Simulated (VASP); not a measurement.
# Lu4Pt (Pm-3m) in VASP: a series of runs

Runs on Lu4Pt. Level: PBE. Tasks: single point.

Program: VASP 6.6.1. These are calculated values, not measurements. Logs are shortened: lines on timing, memory, paths and dates and some standing lists are left out, and cuts for length are marked.

### Step 1. The cell of the first run

It takes space group Pm-3m (No. 221, cubic). The conventional cell has a = 5.363 Å, b = 5.363 Å, c = 5.363 Å, α = 90.00°, β = 90.00°, γ = 90.00°. Around Lu (site symmetry m-3m) lie 12 Lu at 3.79 Å. Around Lu (site symmetry 4/mmm) lie 2 Pt at 2.68 Å. Around Pt (site symmetry m-3m) lie 6 Lu at 2.68 Å.

The cell was built by a generator and needn't be a form met in nature.

### Step 2. Single point, PBE (species swapped into the Mn4N type (Pm-3m, No. 221))

INCAR

```
SYSTEM = Lu4Pt
PREC     = Accurate       ! precision mode
ENCUT    = 520            ! plane-wave cutoff, eV
EDIFF    = 1E-6           ! SCF threshold, eV
ISMEAR   = 0              ! smearing method
SIGMA    = 0.1            ! smearing width, eV
LREAL    = .FALSE.        ! projectors in reciprocal space
LASPH    = .TRUE.         ! aspherical terms in the spheres
NELM     = 100            ! most SCF steps
ALGO     = Fast           ! electronic algorithm
ISIF     = 2              ! what is computed and relaxed
LWAVE    = .FALSE.        ! write WAVECAR
LCHARG   = .FALSE.        ! write CHGCAR
GGA      = PE             ! functional
NBANDS   = 63             ! bands
```

KPOINTS

```
regular mesh
0
G
  8 8 8
  0 0 0
```

POSCAR

```
Lu4Pt
1.0
    5.3634556770      0.0000000000      0.0000000000
    0.0000000000      5.3634556770      0.0000000000
    0.0000000000      0.0000000000      5.3634556770
Lu Pt
4 1
Direct
    0.0000000000      0.0000000000      0.0000000000
    0.5000000000      0.5000000000      0.0000000000
    0.5000000000      0.0000000000      0.5000000000
    0.0000000000      0.5000000000      0.5000000000
    0.5000000000      0.5000000000      0.5000000000
```

Potentials or basis: VASP PAW PBE potentials, release 64 (Lu, Pt).

The run is started by

```bash
> cat potpaw_PBE.64/Lu/POTCAR potpaw_PBE.64/Pt/POTCAR > POTCAR
> mpirun -np 1 vasp_std > vasp.out
```

OUTCAR:

```text
SYSTEM = Lu4Pt
   PREC = Accurate
   ENCUT = 520
   EDIFF = 1E-6
   ISMEAR = 0
   LREAL = .FALSE.
   LASPH = .TRUE.
   NELM = 100
   ISIF = 2
   GGA = PE

 ion  position               nearest neighbor table
   1  0.000  0.000  0.000-   2 3.79   3 3.79   4 3.79   3 3.79   4 3.79   2 3.79   4 3.79   4 3.79
                             2 3.79   3 3.79   3 3.79   2 3.79
   2  0.500  0.500  0.000-   5 2.68   5 2.68   4 3.79   1 3.79   3 3.79   4 3.79   3 3.79   1 3.79
                             3 3.79   3 3.79   1 3.79   4 3.79   4 3.79   1 3.79
   3  0.500  0.000  0.500-   5 2.68   5 2.68   4 3.79   1 3.79   1 3.79   2 3.79   2 3.79   4 3.79
                             2 3.79   2 3.79   1 3.79   4 3.79   1 3.79   4 3.79
   4  0.000  0.500  0.500-   5 2.68   5 2.68   3 3.79   1 3.79   1 3.79   2 3.79   1 3.79   3 3.79
                             1 3.79   2 3.79   3 3.79   2 3.79   2 3.79   3 3.79
   5  0.500  0.500  0.500-   2 2.68   3 2.68   4 2.68   2 2.68   3 2.68   4 2.68

  LATTYP: Found a simple cubic cell.
 ALAT       =     5.3634556770

  Lattice vectors:

 A1 = (   5.3634556770,   0.0000000000,   0.0000000000)
 A2 = (   0.0000000000,   5.3634556770,   0.0000000000)
 A3 = (   0.0000000000,   0.0000000000,   5.3634556770)

Analysis of symmetry for initial positions (statically):
=====================================================================
 Subroutine PRICEL returns:
 Original cell was already a primitive cell.

 Routine SETGRP: Setting up the symmetry group for a
 simple cubic supercell.

 Subroutine GETGRP returns: Found 48 space group operations
 (whereof 48 operations were pure point group operations)
 out of a pool of 48 trial point group operations.

The static configuration has the point symmetry O_h .

Analysis of symmetry for dynamics (positions and initial velocities):
=====================================================================
 Subroutine PRICEL returns:
 Original cell was already a primitive cell.

 Routine SETGRP: Setting up the symmetry group for a
 simple cubic supercell.

 Subroutine GETGRP returns: Found 48 space group operations
 (whereof 48 operations were pure point group operations)
 out of a pool of 48 trial point group operations.

The dynamic configuration has the point symmetry O_h .

 Subroutine INISYM returns: Found 48 space group operations
 (whereof 48 operations are pure point group operations),
 and found     1 'primitive' translations

----------------------------------------------------------------------------------------

                                     Primitive cell

  volume of cell :     154.2887

  direct lattice vectors                    reciprocal lattice vectors
     5.363455677  0.000000000  0.000000000     0.186446959  0.000000000  0.000000000
     0.000000000  5.363455677  0.000000000     0.000000000  0.186446959  0.000000000
     0.000000000  0.000000000  5.363455677     0.000000000  0.000000000  0.186446959

  length of vectors
     5.363455677  5.363455677  5.363455677     0.186446959  0.186446959  0.186446959

  position of ions in fractional coordinates (direct lattice)
     0.000000000  0.000000000  0.000000000
     0.500000000  0.500000000  0.000000000
     0.500000000  0.000000000  0.500000000
     0.000000000  0.500000000  0.500000000
     0.500000000  0.500000000  0.500000000

  ion indices of the primitive-cell ions
   primitive index   ion index
                 1           1
                 2           2
                 3           3
                 4           4
                 5           5

----------------------------------------------------------------------------------------

 KPOINTS: regular mesh

Automatic generation of k-mesh.
 Grid dimensions read from file:
 generate k-points for:    8    8    8

 Generating k-lattice:

  Cartesian coordinates                     Fractional coordinates (reciprocal lattice)
     0.023305870  0.000000000  0.000000000     0.125000000  0.000000000  0.000000000
     0.000000000  0.023305870  0.000000000     0.000000000  0.125000000  0.000000000
     0.000000000  0.000000000  0.023305870     0.000000000  0.000000000  0.125000000

  Length of vectors
     0.023305870  0.023305870  0.023305870

  Shift w.r.t. Gamma in fractional coordinates (k-lattice)
     0.000000000  0.000000000  0.000000000

 Subroutine IBZKPT returns following result:
 ===========================================

 Found     35 irreducible k-points:

 Following reciprocal coordinates:
            Coordinates               Weight
  0.000000  0.000000  0.000000      1.000000
  0.125000  0.000000  0.000000      6.000000
  0.250000  0.000000  0.000000      6.000000
  0.375000  0.000000  0.000000      6.000000
  0.500000  0.000000  0.000000      3.000000
  0.125000  0.125000  0.000000     12.000000
[... 16 lines left out ...]
  0.375000  0.375000  0.125000     24.000000
  0.500000  0.375000  0.125000     24.000000
 [... further k-points ...]
   k-points           NKPTS =     35   k-points in BZ     NKDIM =     35   number of bands    NBANDS=     63
   number of dos      NEDOS =    301   number of ions     NIONS =      5
   total plane-waves  NPLWV =  64000
   dimension x,y,z NGX =    40 NGY =   40 NGZ =   40
   dimension x,y,z NGXF=    80 NGYF=   80 NGZF=   80
   ions per type =               4   1
   NGX,Y,Z   is equivalent  to a cutoff of  12.40, 12.40, 12.40 a.u.
   NGXF,Y,Z  is equivalent  to a cutoff of  24.80, 24.80, 24.80 a.u.
 SYSTEM =  Lu4Pt
   PREC   = accura    normal or accurate (medium, high low for compatibility)
   ISTART =      0    job   : 0-new  1-cont  2-samecut
   ICHARG =      2    charge: 1-file 2-atom 10-const
   ISPIN  =      1    spin polarized calculation?
   LNONCOLLINEAR =      F non collinear calculations
   LSORBIT =      F    spin-orbit coupling
   LASPH  =      T    aspherical Exc in radial PAW
   ENCUT  =  520.0 eV  38.22 Ry    6.18 a.u.   9.97  9.97  9.97*2*pi/ulx,y,z
   NELM   =    100;   NELMIN=  2; NELMDL= -5     # of ELM steps
   EDIFF  = 0.1E-05   stopping-criterion for ELM
   LREAL  =      F    real-space projection
   EDIFFG = 0.1E-04   stopping-criterion for IOM
   NSW    =      0    number of steps for IOM
   IBRION =     -1    ionic relax: 0-MD 1-quasi-New 2-CG
   NFREE  =      0    steps in history (QN), initial steepest desc. (CG)
   ISIF   =      2    stress and relaxation
   ISYM   =      2    0-nonsym 1-usesym 2-fastsym
   POTIM  = 0.5000    time-step for ionic-motion
   TEBEG  =    0.0;   TEEND  =   0.0 temperature during run
   PSTRESS=    0.0 pullay stress
   NELECT =     110.0000    total number of electrons
   NUPDOWN=      -1.0000    fix difference up-down
   EMIN   =  10.00;   EMAX   =-10.00  energy-range for DOS
   EFERMI =   0.00;   METHOD = LEGACY
   ISMEAR =     0;   SIGMA  =   0.10  broadening in eV -4-tet -1-fermi 0-gaus
   EFERMI_NEDOS =   21; number of points for ismear=-14 and -15
   IALGO  =     68    algorithm
   IMIX   =      4    mixing-type and parameters
     AMIX     =   0.40;   BMIX     =  1.00
     AMIX_MAG =   1.60;   BMIX_MAG =  1.00
  volume/ion in A,a.u.               =      30.86       208.24
  Fermi-wavevector in a.u.,A,eV,Ry     =   1.462495  2.763715 29.101384  2.138891
  Thomas-Fermi vector in A             =   2.578702
   LORBIT       =      0    0 simple, 1 ext, 2 COOP (PROOUT), +10 PAW based schemes
   GGA     = PE    functional components
   LHFCALC =     F    Hartree Fock is set to
   AEXX    =    0.0000 exact exchange contribution
   IVDW    =     0    specifies the selected vdW correction
   LEPSILON=     F    determine dielectric tensor
   LRPA    =     F    only Hartree local field effects (RPA)
 non-spin polarized calculation
 RMM-DIIS sequential band-by-band and
 Gauss-broadening in eV      SIGMA  =   0.10
  energy-cutoff  :      520.00
  volume of cell :      154.29
 maximum number of plane-waves:      4224
 NGX is ok and might be reduce to    40
   NGX = 19   NGY = 19   NGZ = 19

 number of electron     110.0000067 magnetization

 Free energy of the ion-electron system (eV)
  ---------------------------------------------------
  ext. energy  EPLUGINS =         0.00000000
  ---------------------------------------------------
  free energy    TOTEN  =       -25.53866206 eV

  energy without entropy =      -25.50140873  energy(sigma->0) =      -25.52003539

 E-fermi :   2.7443     XC(G=0): -10.1286

 val. band max:        2.7422375958   @ k =   0.5000   0.5000   0.2500
 cond. band min:       2.7720260733   @ k =   0.3750   0.2500   0.1250
 fundamental gap:      0.0297884775
 Fermi energy:         2.7443099248

 k-point     1 :       0.0000    0.0000    0.0000
  band No.  band energies     occupation
      1     -54.5813      2.00000
      2     -53.9377      2.00000
      3     -53.9303      2.00000
      4     -53.9303      2.00000
      5     -25.1925      2.00000
      6     -25.1925      2.00000
[... 55 lines left out ...]
     62       5.6962      0.00000
     63       6.5352      0.00000

 k-point     2 :       0.1250    0.0000    0.0000
  band No.  band energies     occupation
      1     -54.5813      2.00000
      2     -53.9374      2.00000
      3     -53.9304      2.00000
      4     -53.9303      2.00000
      5     -25.1920      2.00000
      6     -25.1920      2.00000
[... 55 lines left out ...]
     62       5.6387      0.00000
     63       6.3238      0.00000

 k-point     3 :       0.2500    0.0000    0.0000
  band No.  band energies     occupation
      1     -54.5813      2.00000
      2     -53.9366      2.00000
      3     -53.9308      2.00000
      4     -53.9303      2.00000
      5     -25.1908      2.00000
      6     -25.1908      2.00000
[... 1375 lines left out ...]
     62       4.9370      0.00000
     63       4.9798      0.00000

 k-point    24 :       0.5000    0.3750    0.1250
  band No.  band energies     occupation
      1     -54.5813      2.00000
      2     -53.9332      2.00000
      3     -53.9317      2.00000
      4     -53.9312      2.00000
      5     -25.1921      2.00000
      6     -25.1918      2.00000
[... 55 lines left out ...]
     62       4.7927      0.00000
     63       5.0092      0.00000

 [... further k-points ...]

------------------------ aborting loop because EDIFF is reached ----------------------------------------

  FORCE on cell =-STRESS in cart. coord.  units (eV):
  Direction    XX          YY          ZZ          XY          YZ          ZX
  --------------------------------------------------------------------------------------
  -------------------------------------------------------------------------------------
  Total        0.0905803      0.0905803      0.0905803     -0.0000000      0.0000000      0.0000000
  in kB        0.9406114      0.9406114      0.9406114     -0.0000000      0.0000000      0.0000000
  external PRESSURE =       0.9406114 kB  Pullay stress =       0.0000000 kB

 VOLUME and BASIS-vectors are now :
 -----------------------------------------------------------------------------
  energy-cutoff  :      520.00
  volume of cell :      154.29
      direct lattice vectors                 reciprocal lattice vectors
     5.363455677  0.000000000  0.000000000     0.186446959  0.000000000  0.000000000
     0.000000000  5.363455677  0.000000000     0.000000000  0.186446959  0.000000000
     0.000000000  0.000000000  5.363455677     0.000000000  0.000000000  0.186446959

 POSITION                                       TOTAL-FORCE (eV/Angst)
 -----------------------------------------------------------------------------------
      0.00000      0.00000      0.00000         0.000000      0.000000      0.000000
      2.68173      2.68173      0.00000         0.000000      0.000000      0.000000
      2.68173      0.00000      2.68173         0.000000      0.000000      0.000000
      0.00000      2.68173      2.68173         0.000000      0.000000      0.000000
      2.68173      2.68173      2.68173         0.000000      0.000000      0.000000
 -----------------------------------------------------------------------------------
    total drift:                               -0.000000     -0.000000     -0.000000

  FREE ENERGIE OF THE ION-ELECTRON SYSTEM (eV)
  ---------------------------------------------------
  free  energy   TOTEN  =       -25.5386620574 eV

  energy  without entropy=      -25.5014087260  energy(sigma->0) =      -25.52003539
```

Wall time 12 min (1 thread of Intel Xeon 6975P-C (Granite Rapids), shared host); peak memory 0.45 GiB.

What came out:

```yaml
Free_energy: -25.5387 eV
Pressure: 0.1 GPa
Band_gap_on_the_k_mesh: none (metal or under the smearing width)
```

Levels at points of the mesh, in eV from the Fermi level:
```tsv
k point	band 52	band 53	band 54	band 55	band 56	band 57	band 58	band 59
(0.00, 0.00, 0.00)	-1.51	-1.51	0.35	0.35	0.35	0.44	0.44	0.44
(0.50, 0.00, 0.00)	-1.57	-0.65	-0.38	-0.38	0.36	0.58	0.86	0.86
(0.50, 0.50, 0.00)	-2.85	-2.08	-0.34	-0.06	0.24	0.36	0.36	0.60
(0.50, 0.50, 0.50)	-2.83	-2.83	-2.45	0.08	0.08	0.08	1.07	1.07
```

Spin-orbit coupling is left out, which matters for the levels of Lu, Pt.

[end of part 1 of 2]
